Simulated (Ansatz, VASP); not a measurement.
# Te in two plane-wave programs, part 2 of 2

Aim: how closely do two programs agree when they are given the same cell, functional and k mesh? The cell is taken from a series of VASP runs on this material, whose earlier steps may have relaxed, scaled or displaced it; both programs get it as it stands.

VASP 6.6.1 and Ansatz 0.2.0.

So far: Set-up; Ansatz: relaxation of cell and atoms, r2SCAN with rVV10.

## Step 3: VASP: relaxation of cell and atoms, r2SCAN with rVV10

Level of this step: r2SCAN with rVV10; plane waves and PAW (Te) (VASP).

The same cell, functional, mesh and smearing now go to VASP, with its own data sets and cutoff.

Lines of VASP's logs that name or quote its potential files are left out, and so is its time.

Contents of INCAR:

```
SYSTEM = Te
PREC = Accurate
ENCUT = 450
EDIFF = 1E-07
NELM = 100
ISMEAR = 0
SIGMA = 0.03
LREAL = .FALSE.
ALGO = Normal
METAGGA = R2SCAN
LUSE_VDW = .TRUE.
IVDW_NL = 2
BPARAM = 11.95
CPARAM = 0.0093
LASPH = .TRUE.
NBANDS = 15
LORBIT = 11
LWAVE = .FALSE.
LCHARG = .FALSE.
KPAR = 4
IBRION = 2
NSW = 50
ISIF = 3
EDIFFG = -0.002
```

Contents of POSCAR:

```
Te
1.0
    4.4572000000      0.0000000000      0.0000000000
   -2.2286000000      3.8600484297      0.0000000000
    0.0000000000      0.0000000000      5.9290000000
Te
3
Direct
    0.7367000000      0.7367000000      0.0000000000
    0.0000000000      0.2633000000      0.6666666667
    0.2633000000      0.0000000000      0.3333333333
```

Contents of KPOINTS:

```
Automatic mesh
0
Gamma
8 8 6
0 0 0
```

PAW data sets: Te (PBE family, release 64).

The run is started by

```bash
> mpirun -np 4 vasp_std
```

Numbers of over 12 decimals in the logs are rounded to 6 here.

The log of the run:

```text
[banner, memory and clock lines left out]
running    4 mpi-ranks, on    1 nodes
 distrk:  each k-point on    1 cores,    4 groups
 distr:  one band on    1 cores,    1 groups

 POSCAR found type information on POSCAR Te
 POSCAR found :  1 types and       3 ions
|                                                                             |
|               ----> ADVICE to this user running VASP <----                  |
|                                                                             |
|     You have switched on vdW-DFT.                                           |
|     This routine was written and supplied by Jiri Klimes. We recommend      |
|     that you carefully read and cite the following publications:            |
|       J. Klimes, D.R. Bowler, A. Michelides                                 |
|          J. Phys.: Cond Matt. 22 022201 (2010)                              |
|       J. Klimes, D.R. Bowler, A. Michelides                                 |
|          Phys. Rev. B. 83, 195131 (2011)                                    |
|     and references therein.                                                 |
|                                                                             |

|                                                                             |
|               ----> ADVICE to this user running VASP <----                  |
|                                                                             |
|     You enforced a specific xc type in the INCAR file but a different       |
|     [... a line on the potential file left out ...]
|     I HOPE YOU KNOW WHAT YOU ARE DOING!                                     |
|                                                                             |

 LDA part: xc-table for (None), standard interpolation
 POSCAR, INCAR and KPOINTS ok, starting setup
 FFT: planning ... GRIDC
 FFT: planning ... GRID_SOFT
 FFT: planning ... GRID
 WAVECAR not read
 entering main loop
       N       E                     dE             d eps       ncg     rms          rms(c)
Total rVV10 correction in eV:      0.4777889    27.8910393
Total rVV10 correction in eV:      0.4777889    27.8910393
Total rVV10 correction in eV:      0.4777889    27.8910393
Total rVV10 correction in eV:      0.4777889    27.8910393
DAV:   1     0.184544922375E+01    0.18454E+01   -0.61006E+03  1500   0.876E+02
DAV:   2    -0.742928978602E+02   -0.76138E+02   -0.72572E+02  1977   0.139E+02
DAV:   3    -0.787378377795E+02   -0.44449E+01   -0.44206E+01  1752   0.380E+01
DAV:   4    -0.788025403281E+02   -0.64703E-01   -0.64684E-01  2150   0.551E+00
DAV:   5    -0.788037225960E+02   -0.11823E-02   -0.11823E-02  1845   0.672E-01    0.103E+01
Total rVV10 correction in eV:      0.4762448    27.8910397
Total rVV10 correction in eV:      0.4762448    27.8910397
Total rVV10 correction in eV:      0.4762448    27.8910397
Total rVV10 correction in eV:      0.4762448    27.8910397
DAV:   6    -0.757174733181E+02    0.30862E+01   -0.49722E-01  1605   0.520E+00    0.760E+00
Total rVV10 correction in eV:      0.4869055    27.8910397
Total rVV10 correction in eV:      0.4869055    27.8910397
Total rVV10 correction in eV:      0.4869055    27.8910397
Total rVV10 correction in eV:      0.4869055    27.8910397
DAV:   7    -0.757402458265E+02   -0.22773E-01   -0.95643E-02  1955   0.214E+00    0.254E+00
Total rVV10 correction in eV:      0.4837911    27.8910397
Total rVV10 correction in eV:      0.4837911    27.8910397
Total rVV10 correction in eV:      0.4837911    27.8910397
Total rVV10 correction in eV:      0.4837911    27.8910397
DAV:   8    -0.757369775999E+02    0.32682E-02   -0.16150E-02  1752   0.785E-01    0.157E-01
Total rVV10 correction in eV:      0.4840162    27.8910397
Total rVV10 correction in eV:      0.4840162    27.8910397
Total rVV10 correction in eV:      0.4840162    27.8910397
Total rVV10 correction in eV:      0.4840162    27.8910397
DAV:   9    -0.757370792024E+02   -0.10160E-03   -0.69555E-04  2160   0.161E-01    0.104E-01
Total rVV10 correction in eV:      0.4846186    27.8910397
Total rVV10 correction in eV:      0.4846186    27.8910397
Total rVV10 correction in eV:      0.4846186    27.8910397
Total rVV10 correction in eV:      0.4846186    27.8910397
DAV:  10    -0.757372386966E+02   -0.15949E-03   -0.15624E-04  1773   0.953E-02    0.381E-02
Total rVV10 correction in eV:      0.4849235    27.8910397
Total rVV10 correction in eV:      0.4849235    27.8910397
Total rVV10 correction in eV:      0.4849235    27.8910397
Total rVV10 correction in eV:      0.4849235    27.8910397
DAV:  11    -0.757372656752E+02   -0.26979E-04   -0.49081E-05  1920   0.514E-02    0.192E-02
Total rVV10 correction in eV:      0.4849238    27.8910397
[...]
Total rVV10 correction in eV:      0.4890865    27.8910399
DAV:   2    -0.757418070937E+02    0.13491E-04   -0.48799E-05  1780   0.429E-02    0.163E-02
Total rVV10 correction in eV:      0.4889096    27.8910399
Total rVV10 correction in eV:      0.4889096    27.8910399
Total rVV10 correction in eV:      0.4889096    27.8910399
Total rVV10 correction in eV:      0.4889096    27.8910399
DAV:   3    -0.757417994547E+02    0.76391E-05   -0.14385E-05  1773   0.188E-02    0.103E-02
Total rVV10 correction in eV:      0.4888621    27.8910399
Total rVV10 correction in eV:      0.4888621    27.8910399
Total rVV10 correction in eV:      0.4888621    27.8910399
Total rVV10 correction in eV:      0.4888621    27.8910399
DAV:   4    -0.757417998399E+02   -0.38530E-06   -0.12912E-06  1983   0.636E-03    0.896E-03
Total rVV10 correction in eV:      0.4888394    27.8910399
Total rVV10 correction in eV:      0.4888394    27.8910399
Total rVV10 correction in eV:      0.4888394    27.8910399
Total rVV10 correction in eV:      0.4888394    27.8910399
DAV:   5    -0.757418009006E+02   -0.10606E-05   -0.14567E-07  1177   0.277E-03    0.197E-03
Total rVV10 correction in eV:      0.4888309    27.8910399
Total rVV10 correction in eV:      0.4888309    27.8910399
Total rVV10 correction in eV:      0.4888309    27.8910399
Total rVV10 correction in eV:      0.4888309    27.8910399
DAV:   6    -0.757418012266E+02   -0.32609E-06   -0.60761E-08   883   0.174E-03    0.427E-04
Total rVV10 correction in eV:      0.4888300    27.8910399
Total rVV10 correction in eV:      0.4888300    27.8910399
Total rVV10 correction in eV:      0.4888300    27.8910399
Total rVV10 correction in eV:      0.4888300    27.8910399
DAV:   7    -0.757418012658E+02   -0.39190E-07   -0.14645E-08   792   0.869E-04
Total rVV10 correction in eV:      0.4888298    27.8910399
Total rVV10 correction in eV:      0.4888298    27.8910399
Total rVV10 correction in eV:      0.4888298    27.8910399
Total rVV10 correction in eV:      0.4888298    27.8910399
Total rVV10 correction in eV:      0.4888299    27.8910399
Total rVV10 correction in eV:      0.4888299    27.8910399
Total rVV10 correction in eV:      0.4888299    27.8910399
Total rVV10 correction in eV:      0.4888299    27.8910399
   8 F= -.75741801E+02 E0= -.75741801E+02  d E =-.124718E-04
[...]
9 F= -.75741801E+02 E0= -.75741801E+02  d E =-.126876E-04
[...]
10 F= -.75741809E+02 E0= -.75741809E+02  d E =-.717913E-05
 trial-energy change:   -0.000007  1 .order   -0.000008   -0.000009   -0.000006
 step:   1.7326(harm=  1.7326)  dis= 0.00080  next Energy=   -75.741817 (dE=-0.152E-04)
 bond charge predicted
       N       E                     dE             d eps       ncg     rms          rms(c)
Total rVV10 correction in eV:      0.4886681    27.8910399
Total rVV10 correction in eV:      0.4886681    27.8910399
Total rVV10 correction in eV:      0.4886681    27.8910399
Total rVV10 correction in eV:      0.4886681    27.8910399
DAV:   1    -0.757418163654E+02   -0.76093E-05   -0.17753E-03  1570   0.218E-01    0.427E-02
Total rVV10 correction in eV:      0.4885826    27.8910399
Total rVV10 correction in eV:      0.4885826    27.8910399
Total rVV10 correction in eV:      0.4885826    27.8910399
Total rVV10 correction in eV:      0.4885826    27.8910399
DAV:   2    -0.757418174728E+02   -0.11075E-05   -0.77214E-05  1843   0.514E-02    0.103E-02
Total rVV10 correction in eV:      0.4885325    27.8910399
Total rVV10 correction in eV:      0.4885325    27.8910399
Total rVV10 correction in eV:      0.4885325    27.8910399
Total rVV10 correction in eV:      0.4885325    27.8910399
DAV:   3    -0.757418157721E+02    0.17007E-05   -0.31088E-06  1948   0.111E-02    0.664E-03
Total rVV10 correction in eV:      0.4884776    27.8910399
Total rVV10 correction in eV:      0.4884776    27.8910399
Total rVV10 correction in eV:      0.4884776    27.8910399
Total rVV10 correction in eV:      0.4884776    27.8910399
DAV:   4    -0.757418156037E+02    0.16842E-06   -0.25783E-06  1773   0.976E-03    0.300E-03
Total rVV10 correction in eV:      0.4884675    27.8910399
Total rVV10 correction in eV:      0.4884675    27.8910399
Total rVV10 correction in eV:      0.4884675    27.8910399
Total rVV10 correction in eV:      0.4884675    27.8910399
DAV:   5    -0.757418160511E+02   -0.44743E-06   -0.26773E-07  1890   0.342E-03    0.154E-03
Total rVV10 correction in eV:      0.4884639    27.8910399
Total rVV10 correction in eV:      0.4884639    27.8910399
Total rVV10 correction in eV:      0.4884639    27.8910399
Total rVV10 correction in eV:      0.4884639    27.8910399
DAV:   6    -0.757418161629E+02   -0.11179E-06   -0.22323E-08   897   0.115E-03    0.586E-04
Total rVV10 correction in eV:      0.4884642    27.8910399
Total rVV10 correction in eV:      0.4884642    27.8910399
Total rVV10 correction in eV:      0.4884642    27.8910399
Total rVV10 correction in eV:      0.4884642    27.8910399
DAV:   7    -0.757418161511E+02    0.11827E-07   -0.34433E-09   848   0.480E-04
Total rVV10 correction in eV:      0.4884637    27.8910399
Total rVV10 correction in eV:      0.4884637    27.8910399
Total rVV10 correction in eV:      0.4884637    27.8910399
Total rVV10 correction in eV:      0.4884637    27.8910399
Total rVV10 correction in eV:      0.4884638    27.8910399
Total rVV10 correction in eV:      0.4884638    27.8910399
Total rVV10 correction in eV:      0.4884638    27.8910399
Total rVV10 correction in eV:      0.4884638    27.8910399
  11 F= -.75741816E+02 E0= -.75741816E+02  d E =-.146695E-04
 curvature:  -1.96 expect dE=-0.188E-05 dE for cont linesearch -0.566E-07
 trial: gam= 0.00000 g(F)=  0.389E-07 g(S)=  0.920E-06 ort = 0.107E-05 (trialstep = 0.754E+00)
 search vector abs. value=  0.959E-06
 reached required accuracy - stopping structural energy minimisation
```

From OUTCAR (step 3):

```text
ion  position               nearest neighbor table
   1  0.737  0.737  0.000-   2 2.84   3 2.84   3 3.49   2 3.49   2 3.49   3 3.49
   2  0.000  0.263  0.667-   1 2.84   3 2.84   1 3.49   1 3.49   3 3.49   3 3.49
   3  0.263  0.000  0.333-   1 2.84   2 2.84   1 3.49   1 3.49   2 3.49   2 3.49

  LATTYP: Found a hexagonal cell.
 ALAT       =     4.4572000000
 C/A-ratio  =     1.3302073050

 Subroutine GETGRP returns: Found  6 space group operations
 (whereof  2 operations were pure point group operations)

The static configuration has the point symmetry C_2 .
 The point group associated with its full space group is D_3 .

 Found     50 irreducible k-points:

   k-points           NKPTS =     50   k-points in BZ     NKDIM =     50   number of bands    NBANDS=     15

   dimension x,y,z NGX =    32 NGY =   32 NGZ =   42
   dimension x,y,z NGXF=    64 NGYF=   64 NGZF=   84

   ENCUT  =  450.0 eV  33.07 Ry    5.75 a.u.   7.71  7.71 10.26*2*pi/ulx,y,z

   NELECT =      18.0000    total number of electrons

 k-points in reciprocal lattice and weights: Automatic mesh
   0.00000000  0.00000000  0.00000000       0.003
   0.12500000  0.00000000  0.00000000       0.016
   0.25000000  0.00000000  0.00000000       0.016
   0.37500000  0.00000000  0.00000000       0.016
   0.50000000  0.00000000  0.00000000       0.008
   0.12500000  0.12500000  0.00000000       0.016
   0.25000000  0.12500000  0.00000000       0.031
   0.37500000  0.12500000  0.00000000       0.031
   0.25000000  0.25000000  0.00000000       0.016
[...]
0.25000000  0.25000000  0.50000000       0.016
   0.37500000  0.25000000  0.50000000       0.016

 average (electrostatic) potential at core
       1 -94.2151       2 -94.2151       3 -94.2151

 E-fermi :   5.7683

 k-point     1 :       0.0000    0.0000    0.0000
  band No.  band energies     occupation
    ...
      5       2.7666      2.00000
      6       2.7666      2.00000
      7       3.9145      2.00000
      8       3.9145      2.00000
      9       4.7887      2.00000
     10       6.7479      0.00000
     11       6.7479      0.00000
     12       7.4161      0.00000
     13      10.9293      0.00000
     14      10.9293      0.00000
    ...

 k-point     2 :       0.1250    0.0000    0.0000
  band No.  band energies     occupation
    ...
      5       2.2671      2.00000
      6       2.5381      2.00000
      7       4.2123      2.00000
      8       4.5251      2.00000
      9       4.9198      2.00000
     10       6.5237      0.00000
     11       6.6971      0.00000
     12       7.2978      0.00000
     13      10.6343      0.00000
     14      10.9182      0.00000
    ...

 k-point     3 :       0.2500    0.0000    0.0000
  band No.  band energies     occupation
    ...
      5       1.6200      2.00000
      6       2.1296      2.00000
      7       4.0265      2.00000
      8       4.5718      2.00000
      9       4.7499      2.00000
     10       6.6527      0.00000
     11       6.8845      0.00000
     12       7.7231      0.00000
     13       9.7933      0.00000
     14      11.3077      0.00000
    ...

  Total       -0.0040299     -0.0040299     -0.0049711      0.0000000      0.0000000      0.0000000
  in kB       -0.0626078     -0.0626078     -0.0772309      0.0000000      0.0000000      0.0000000
  external PRESSURE =      -0.0674822 kB  Pullay stress =       0.0000000 kB

  energy-cutoff  :      450.00
  volume of cell :      103.13
      direct lattice vectors                 reciprocal lattice vectors
     4.471780621 -0.000000000 -0.000000000     0.223624566  0.129109703  0.000000000
    -2.235890310  3.872675618  0.000000000     0.000000000  0.258219407  0.000000000
     0.000000000 -0.000000000  5.955008165     0.000000000 -0.000000000  0.167925882

 POSITION                                       TOTAL-FORCE (eV/Angst)
 -----------------------------------------------------------------------------------
      1.64267      2.84518      0.00000        -0.000259     -0.000449     -0.000000
      3.87856      1.02749      3.97001        -0.000259      0.000449      0.000000
      1.18645     -0.00000      1.98500         0.000519     -0.000000     -0.000000
 -----------------------------------------------------------------------------------
    total drift:                                0.000000      0.000000      0.000000

  FREE ENERGIE OF THE ION-ELECTRON SYSTEM (eV)
  ---------------------------------------------------
  free  energy   TOTEN  =       -75.7418161511 eV

  energy  without entropy=      -75.7418161511  energy(sigma->0) =      -75.74181615

 reached required accuracy - stopping structural energy minimisation

 total charge
# of ion       s       p       d       tot
------------------------------------------
    1        1.435   1.834   0.043   3.313
    2        1.435   1.834   0.043   3.313
    3        1.435   1.834   0.043   3.313
--------------------------------------------------
tot          4.305   5.503   0.130   9.938

[... 3 further parts left out ...]
```

CONTCAR:

```
Te
   1.00000000000000
     4.4717806208726829   -0.0000000000000001   -0.0000000000000000
    -2.2358903104363415    3.8726756177782238    0.0000000000000000
     0.0000000000000000   -0.0000000000000000    5.9550081652517628
  Te
     3
Direct
     0.7346815890375675    0.7346815890375675    0.0000000000000000
     0.9999999999999999    0.2653184109624325    0.6666666667000030
     0.2653184109624326    0.0000000000000000    0.3333333332999970
```

The run keeps the 6 symmetry operations of its start, so it cannot find a distortion of lower symmetry.

## Step 4: Comparison

Known differences besides the potentials themselves: VASP keeps PBE cores, Ansatz makes them for the functional; both relaxations stop at a tolerance, which leaves soft axes loose, and VASP keeps its plane-wave basis; the data sets hold 48 valence electrons in Ansatz (default PAW (the set named soft_2) files) and 18 in VASP; the cutoff is 500 eV in Ansatz and 450 eV in VASP; Ansatz adds a Pulay correction to the stress that steers its cell, VASP none. Total energies have different zeros and are not compared.

Compared:

```
                                         quantity  Ansatz    VASP  difference
                                      volume (Å³)  102.92  103.13     -0.20 %
edge a after relaxation, in the typed setting (Å)   4.470   4.472     -0.05 %
edge c after relaxation, in the typed setting (Å)   5.949   5.955     -0.10 %
```

The walks stopped with -0.02 GPa left in Ansatz and -0.01 GPa in VASP; each walk ends within a tolerance, so the volume difference is uncertain by about these residues over the bulk modulus, most in soft cells.

## Step 5: Outcome

| Quantity | Value |
| --- | --- |
| difference in volume (relaxation of cell and atoms, r2SCAN with rVV10) | -0.20 % |

What this shows: The difference in volume is -0.20 % (relaxation of cell and atoms, r2SCAN with rVV10), within the 1.2 % picked in this series as the mark of a large difference, as far as the stopping tolerances let one tell. How closely two codes agree says nothing of how well the functional describes the real material.

[Lines on the potential files, build, host, timing and source positions are cut from VASP's logs without a mark.]

[Logs are printed without paths, hosts, clocks, repeated set-up lines and the standing remarks that a program may print on its own settings, such as how far it seeks lower states.]

[Hosts, paths, dates, database ids (printed as entryN), source tags and the programs' standing remarks are cut or masked in the printed files.]
